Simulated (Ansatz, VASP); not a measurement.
**WS2 (Tungstenite): VASP beside Ansatz**

One calculation is typed for both programs; each brings its own data sets. How far apart do they land? The cell is taken from a series of runs on this material, whose earlier steps may have relaxed, scaled, displaced or heated it; both programs get it as it stands.

Calculated with Ansatz 0.2.0; plane waves, with VASP 6.6.1 beside it; G0W0 gap at LDA.

## 1. The structure

Symmetry: P6_3/mmc, No. 194, hexagonal system. The conventional cell has a = 3.153 Å, b = 3.153 Å, c = 12.323 Å, α = 90.00°, β = 90.00°, γ = 120.00°. Nearest to W lie 6 S at 2.40 Å. Nearest to S lie 3 W at 2.40 Å. Farther neighbours and most contacts between anions are not listed.

Coordinates:

```
W S
1.0
     3.15320    0.00000    0.00000
    -1.57660    2.73075    0.00000
     0.00000    0.00000   12.32300
W S
2 4
Direct
  0.33333 0.66667 0.25000
  0.66667 0.33333 0.75000
  0.33333 0.66667 0.62250
  0.66667 0.33333 0.12250
  0.33333 0.66667 0.87750
  0.66667 0.33333 0.37750
```

## 2. VASP: G0W0 gap, LDA

Quasiparticle shifts depend on high empty states and on the cores, so they are the hardest test of two PAW sets.

Lines of VASP's logs that name or quote its potential files are left out, and so is its time.

The run reads the wave functions of an earlier VASP run, which isn't shown here.

The input, INCAR:

```
SYSTEM = WS2
PREC = Accurate
ENCUT = 340
ISMEAR = 0
SIGMA = 0.01
LREAL = .FALSE.
GGA = CA
NBANDS = 272
LASPH = .TRUE.
ALGO = EVGW0
NELMGW = 1
ENCUTGW = 100
NOMEGA = 64
PRECFOCK = Fast
NBANDSGW = 40
LWAVE = .FALSE.
LCHARG = .FALSE.
```

The input, POSCAR:

```
WS2
1.0
    3.1532000000      0.0000000000      0.0000000000
   -1.5766000000      2.7307513032      0.0000000000
    0.0000000000      0.0000000000     12.3230000000
W S
2 4
Direct
    0.3333333333      0.6666666667      0.2500000000
    0.6666666667      0.3333333333      0.7500000000
    0.3333333333      0.6666666667      0.6225000000
    0.6666666667      0.3333333333      0.1225000000
    0.3333333333      0.6666666667      0.8775000000
    0.6666666667      0.3333333333      0.3775000000
```

The input, KPOINTS:

```
Automatic mesh
0
Gamma
6 6 2
0 0 0
```

Potentials, in the order of the species: W_sv_GW and S_GW (LDA family, release 64).

Run with:

```
$ mpirun -np 8 vasp_std
```

Numbers of over 12 decimals in the logs are rounded to 6 here.

The program printed:

```text
[banner, memory and clock lines left out]
running    8 mpi-ranks, on    1 nodes
 distrk:  each k-point on    8 cores,    1 groups
 distr:  one band on    1 cores,    8 groups

 POSCAR found type information on POSCAR W S
 POSCAR found :  2 types and       6 ions
|                                                                             |
|           W    W    AA    RRRRR   N    N  II  N    N   GGGG   !!!           |
|           W    W   A  A   R    R  NN   N  II  NN   N  G    G  !!!           |
|           W    W  A    A  R    R  N N  N  II  N N  N  G       !!!           |
|           W WW W  AAAAAA  RRRRR   N  N N  II  N  N N  G  GGG   !            |
|           WW  WW  A    A  R   R   N   NN  II  N   NN  G    G                |
|           W    W  A    A  R    R  N    N  II  N    N   GGGG   !!!           |
|                                                                             |
|     For optimal performance we recommend to set                             |
|       NCORE = 2 up to number-of-cores-per-socket                            |
|     NCORE specifies how many cores store one orbital (NPAR=cpu/NCORE).      |
|     This setting can greatly improve the performance of VASP for DFT.       |
|     The default, NCORE=1 might be grossly inefficient on modern             |
|     multi-core architectures or massively parallel machines. Do your        |
|     Unfortunately you need to use the default for GW and RPA                |
|     calculations (for HF NCORE is supported but not extensively tested      |
|     yet).                                                                   |
|                                                                             |

|                                                                             |
|           W    W    AA    RRRRR   N    N  II  N    N   GGGG   !!!           |
|           W    W   A  A   R    R  NN   N  II  NN   N  G    G  !!!           |
|           W    W  A    A  R    R  N N  N  II  N N  N  G       !!!           |
|           W WW W  AAAAAA  RRRRR   N  N N  II  N  N N  G  GGG   !            |
|           WW  WW  A    A  R   R   N   NN  II  N   NN  G    G                |
|           W    W  A    A  R    R  N    N  II  N    N   GGGG   !!!           |
|                                                                             |
|     The default for ENCUTGWSOFT is different in this version of VASP.       |
|     please manually set ENCUTGWSOFT =100 in the INCAR file.                 |
|                                                                             |

 LDA part: xc-table for (Slater(with rela. corr.)+CA(PZ))
 , standard interpolation
 found WAVECAR, reading the header
 POSCAR, INCAR and KPOINTS ok, starting setup
 FFT: planning ... GRIDC
 FFT: planning ... GRID_SOFT
 FFT: planning ... GRID
 reading WAVECAR
 the WAVECAR file was read successfully
 initial charge from wavefunction
 available memory per node:     71.66 GB, setting MAXMEM to     73376

 The Fermi energy was updated, please check that it is located mid-gap
 values below the HOMO (VB) or above the LUMO (CB) will cause erroneous energies
 E-fermi :   8.1070

 calculate exact exchange contribution
 the WAVEDER file was read successfully
|                                                                             |
|           W    W    AA    RRRRR   N    N  II  N    N   GGGG   !!!           |
|           W    W   A  A   R    R  NN   N  II  NN   N  G    G  !!!           |
|           W    W  A    A  R    R  N N  N  II  N N  N  G       !!!           |
|           W WW W  AAAAAA  RRRRR   N  N N  II  N  N N  G  GGG   !            |
|           WW  WW  A    A  R   R   N   NN  II  N   NN  G    G                |
|           W    W  A    A  R    R  N    N  II  N    N   GGGG   !!!           |
|                                                                             |
|     Automatic setting of frequency mesh for GW failed. Frequency mesh       |
|     properly not suitable for determining QP energies. Consider             |
|     increasing number of kpoints.                                           |
|                                                                             |

energies w=
    0.000    0.000    0.812    0.000    1.621    0.000    2.428    0.000
    3.229    0.000    4.023    0.000    4.810    0.000    5.587    0.000
    6.355    0.000    7.113    0.000    7.861    0.000    8.599    0.000
    9.326    0.000   10.044    0.000   10.752    0.000   11.453    0.000
   12.146    0.000   12.833    0.000   13.514    0.000   14.191    0.000
   14.866    0.000   15.539    0.000   16.211    0.000   16.886    0.000
   17.563    0.000   18.245    0.000   18.934    0.000   19.631    0.000
   20.338    0.000   21.058    0.000   21.793    0.000   22.546    0.000
   23.319    0.000   24.115    0.000   24.938    0.000   25.793    0.000
   26.682    0.000   27.611    0.000   28.585    0.000   29.612    0.000
   30.697    0.000   31.849    0.000   33.079    0.000   34.397    0.000
   35.817    0.000   37.356    0.000   39.031    0.000   40.868    0.000
   42.894    0.000   45.145    0.000   47.666    0.000   50.511    0.000
   53.753    0.000   57.486    0.000   61.833    0.000   66.966    0.000
   73.118    0.000   80.629    0.000   90.002    0.000  102.021    0.000
  117.975    0.000  140.147    0.000  172.992    0.000  226.550    0.000
 responsefunction array rank=     264
 LDA part: xc-table for (Slater(with rela. corr.)+CA(PZ))
 , standard interpolation

 min. memory requirement per mpi rank    294.7 MB, per node   2357.3 MB

 allocating   8 responsefunctions rank=   264
 shmem allocating  64 responsefunctions rank=   264
 response function shared by NCSHMEM nodes    1
 Doing            8  frequencies on each core in blocks of           64
NQ=   1    0.0000    0.0000    0.0000,
|.........|.........|.........|.........|.........|.........|.........|.........
 performed       1225000 updates of chi_q(r,r)
 total number of BLAS operations        637.59 Gflops
NQ=   2    0.1667   -0.0000    0.0000,
|.........|.........|.........|.........|.........|.........|.........|.........
 performed       3451000 updates of chi_q(r,r)
 total number of BLAS operations       1832.50 Gflops
NQ=   3    0.3333   -0.0000    0.0000,
|.........|.........|.........|.........|.........|.........|.........|.........
 performed       5677000 updates of chi_q(r,r)
 total number of BLAS operations       2875.70 Gflops
NQ=   4    0.5000   -0.0000    0.0000,
|.........|.........|.........|.........|.........|.........|.........|.........
 performed       7337000 updates of chi_q(r,r)
 total number of BLAS operations       3628.33 Gflops
NQ=   5    0.1667    0.1667    0.0000,
|.........|.........|.........|.........|.........|.........|.........|.........
 performed       9563000 updates of chi_q(r,r)
 total number of BLAS operations       4662.92 Gflops
NQ=   6    0.3333    0.1667    0.0000,
|.........|.........|.........|.........|.........|.........|.........|.........
 performed      12050000 updates of chi_q(r,r)
 total number of BLAS operations       5752.68 Gflops
NQ=   7    0.3333    0.3333    0.0000,
|.........|.........|.........|.........|.........|.........|.........|.........
 performed      13493000 updates of chi_q(r,r)
 total number of BLAS operations       6417.73 Gflops
NQ=   8    0.0000    0.0000    0.5000,
|.........|.........|.........|.........|.........|.........|.........|.........
 performed      14718000 updates of chi_q(r,r)
 total number of BLAS operations       7020.80 Gflops
NQ=   9    0.1667   -0.0000    0.5000,
|.........|.........|.........|.........|.........|.........|.........|.........
 performed      16944000 updates of chi_q(r,r)
 total number of BLAS operations       8116.37 Gflops
NQ=  10    0.3333   -0.0000    0.5000,
|.........|.........|.........|.........|.........|.........|.........|.........
 performed      19170000 updates of chi_q(r,r)
 total number of BLAS operations       9159.57 Gflops
NQ=  11    0.5000   -0.0000    0.5000,
|.........|.........|.........|.........|.........|.........|.........|.........
 performed      20830000 updates of chi_q(r,r)
 total number of BLAS operations       9874.72 Gflops
NQ=  12    0.1667    0.1667    0.5000,
|.........|.........|.........|.........|.........|.........|.........|.........
 performed      23056000 updates of chi_q(r,r)
 total number of BLAS operations      10866.83 Gflops
NQ=  13    0.3333    0.1667    0.5000,
|.........|.........|.........|.........|.........|.........|.........|.........
 performed      25543000 updates of chi_q(r,r)
 total number of BLAS operations      12013.19 Gflops
NQ=  14    0.3333    0.3333    0.5000,
|.........|.........|.........|.........|.........|.........|.........|.........
 performed      26986000 updates of chi_q(r,r)
 total number of BLAS operations      12711.91 Gflops
 resolving degeneracies of screened two electron integrals

 calculate QP shifts <psi_nk| G(iteration)W_0 |psi_nk>: iteration 1
 entering main loop
```

From OUTCAR (step 2):

```text
ion  position               nearest neighbor table
   1  0.333  0.667  0.250-   4 2.40   6 2.40   4 2.40   6 2.40   4 2.40   6 2.40
   2  0.667  0.333  0.750-   3 2.40   5 2.40   3 2.40   5 2.40   3 2.40   5 2.40
   3  0.333  0.667  0.623-   2 2.40   2 2.40   2 2.40
   4  0.667  0.333  0.123-   1 2.40   1 2.40   1 2.40
   5  0.333  0.667  0.877-   2 2.40   2 2.40   2 2.40
   6  0.667  0.333  0.377-   1 2.40   1 2.40   1 2.40

  LATTYP: Found a hexagonal cell.
 ALAT       =     3.1532000000
 C/A-ratio  =     3.9080933655

 Subroutine GETGRP returns: Found 24 space group operations
 (whereof 12 operations were pure point group operations)

The static configuration has the point symmetry D_3d.
 The point group associated with its full space group is D_6h.

 Found     14 irreducible k-points:

   k-points           NKPTS =     14   k-points in BZ     NKDIM =     72   number of bands    NBANDS=    272

   dimension x,y,z NGX =    20 NGY =   20 NGZ =   80
   dimension x,y,z NGXF=    40 NGYF=   40 NGZF=  160

   ENCUT  =  340.0 eV  24.99 Ry    5.00 a.u.   4.74  4.74 18.53*2*pi/ulx,y,z

   NELECT =      52.0000    total number of electrons

  energy-cutoff  :      340.00
  volume of cell :      106.11
      direct lattice vectors                 reciprocal lattice vectors
     3.153200000  0.000000000  0.000000000     0.317138145  0.183099794  0.000000000
    -1.576600000  2.730751303  0.000000000     0.000000000  0.366199587  0.000000000
     0.000000000  0.000000000 12.323000000     0.000000000  0.000000000  0.081149071

 k-points in reciprocal lattice and weights: Automatic mesh
   0.00000000  0.00000000  0.00000000       0.014
   0.16666667 -0.00000000  0.00000000       0.083
   0.33333333 -0.00000000  0.00000000       0.083
   0.50000000 -0.00000000  0.00000000       0.042
   0.16666667  0.16666667  0.00000000       0.083
   0.33333333  0.16666667  0.00000000       0.167
   0.33333333  0.33333333  0.00000000       0.028
   0.00000000  0.00000000  0.50000000       0.014
   0.16666667 -0.00000000  0.50000000       0.083
[...]
0.33333333  0.16666667  0.50000000       0.167
   0.33333333  0.33333333  0.50000000       0.028

 E-fermi :   8.1070

 QP shifts <psi_nk| G(iteration)W_0 |psi_nk>: iteration 1
 for sc-GW calculations column KS-energies equals QP-energies in previous step
 and V_xc(KS)=  KS-energies - (<T + V_ion + V_H > + <T+V_H+V_ion>^1  + <V_x>^1)
 k-point   1 :       0.0000    0.0000    0.0000
  band No.  KS-energies  QP-energies   sigma(KS)   V_xc(KS)     V^pw_x(r,r')   Z            occupation Imag(sigma)
    ...
     23       5.4675       5.4689     -15.4798     -15.4817     -17.1569       0.7646       2.0000       0.2043
     24       6.2005       5.9535     -14.2156     -13.8928     -16.2504       0.7655       2.0000       0.2174
     25       6.3710       6.4341     -14.2566     -14.3388     -15.3491       0.7677       2.0000       0.1760
     26       7.6577       7.7883     -15.2740     -15.4443     -15.9046       0.7669       2.0000       0.1104
     27       9.9440      10.7025     -14.1816     -15.1691     -10.3052       0.7681       0.0000      -0.2457
     28       9.9440      10.7025     -14.1816     -15.1691     -10.3052       0.7681       0.0000      -0.2457
     29       9.9546      10.7051     -14.0998     -15.0766     -10.2079       0.7684       0.0000      -0.2467
     30       9.9546      10.7051     -14.0998     -15.0766     -10.2079       0.7684       0.0000      -0.2467
    ...

 k-point   2 :       0.1667   -0.0000    0.0000
  band No.  KS-energies  QP-energies   sigma(KS)   V_xc(KS)     V^pw_x(r,r')   Z            occupation Imag(sigma)
    ...
     23       5.3577       5.1438     -14.1836     -13.9039     -16.2811       0.7645       2.0000       0.2363
     24       6.2602       6.0216     -14.2249     -13.9130     -16.2378       0.7648       2.0000       0.2120
     25       6.3560       6.4279     -14.6091     -14.7032     -15.7821       0.7654       2.0000       0.1785
     26       6.8093       6.8906     -14.9027     -15.0089     -15.9101       0.7663       2.0000       0.1520
     27       9.1778       9.8130     -13.6588     -14.4830     -10.0644       0.7706       0.0000      -0.2197
     28       9.6483      10.3225     -14.2171     -15.0989     -10.5830       0.7646       0.0000      -0.2399
     29       9.7624      10.5524     -14.1186     -15.1374     -10.1250       0.7753       0.0000      -0.2437
     30       9.8825      10.5654     -14.3075     -15.2019     -10.5283       0.7634       0.0000      -0.2605
    ...

 k-point   3 :       0.3333   -0.0000    0.0000
  band No.  KS-energies  QP-energies   sigma(KS)   V_xc(KS)     V^pw_x(r,r')   Z            occupation Imag(sigma)
    ...
     23       5.4210       5.2735     -14.6835     -14.4901     -16.7826       0.7624       2.0000       0.2366
     24       5.5505       5.4240     -14.8222     -14.6565     -16.8465       0.7637       2.0000       0.2275
     25       5.5912       5.5917     -14.1738     -14.1744     -15.6538       0.7677       2.0000       0.2203
     26       5.8958       5.9116     -14.5249     -14.5456     -15.9576       0.7672       2.0000       0.2047
     27       9.2443       9.9345     -13.9425     -14.8378     -10.1396       0.7709       0.0000      -0.2353
     28       9.5323      10.3077     -15.0575     -16.0742     -11.1534       0.7626       0.0000      -0.2543
     29       9.7023      10.4830     -15.1947     -16.2202     -11.2294       0.7613       0.0000      -0.2655
     30      10.0601      10.7995     -14.5726     -15.5408     -10.5178       0.7637       0.0000      -0.2842
    ...

 k-point   4 :       0.5000   -0.0000    0.0000
  band No.  KS-energies  QP-energies   sigma(KS)   V_xc(KS)     V^pw_x(r,r')   Z            occupation Imag(sigma)
    ...
     23       5.7319       5.5334     -14.3255     -14.0664     -16.3775       0.7661       2.0000       0.2221
     24       5.9411       5.7628     -14.5074     -14.2750     -16.4810       0.7671       2.0000       0.2110
     25       5.9647       5.8246     -13.7366     -13.5555     -15.2889       0.7742       2.0000       0.1992
     26       6.1410       6.0787     -14.2066     -14.1258     -15.6464       0.7714       2.0000       0.1905
     27       9.9212      10.7976     -16.0575     -17.2150     -11.7780       0.7571       0.0000      -0.2977
     28       9.9668      10.8418     -16.0755     -17.2326     -11.7690       0.7562       0.0000      -0.3020
     29      10.1806      10.9540     -14.6285     -15.6415     -10.3369       0.7635       0.0000      -0.3079
     30      10.5125      11.3350     -15.6404     -16.7260     -11.1638       0.7576       0.0000      -0.3443
    ...

[... 4 further parts left out ...]
```

(Continued in part 2 of 2.)

[Lines on the potential files, build, host, timing and source positions are cut from VASP's logs without a mark.]

[Logs are printed without paths, hosts, clocks, repeated set-up lines and the standing remarks that a program may print on its own settings, such as how far it seeks lower states.]

[Hosts, paths, dates, database ids (printed as entryN), source tags and the programs' standing remarks are cut or masked in the printed files.]
